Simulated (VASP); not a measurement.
Input:

```
C
1.0
    0.00000     1.77414     1.77414
    1.77414     0.00000     1.77414
    1.77414     1.77414     0.00000
C
2
Direct
  0.00000   0.00000   0.00000
  0.25000   0.25000   0.25000
```

Level of theory: r2SCAN meta-GGA, VASP's PBE PAW potentials (set 64) (plane waves; VASP). Numerical set-up: 600 eV cut-off, 12×12×12 Γ-centred mesh, Gaussian smearing of 0.050 eV, potentials C.

Question: What does the run give for the energy per atom (σ→0), pressure?

Answer: 
The energy per atom (σ→0) is -9831 meV/atom and the pressure comes out as 5.02 GPa.

The absolute energy has meaning only against runs of the same code, potentials and settings.

The compound is C in the diamond structure. It was relaxed first under an external pressure of 5 GPa.
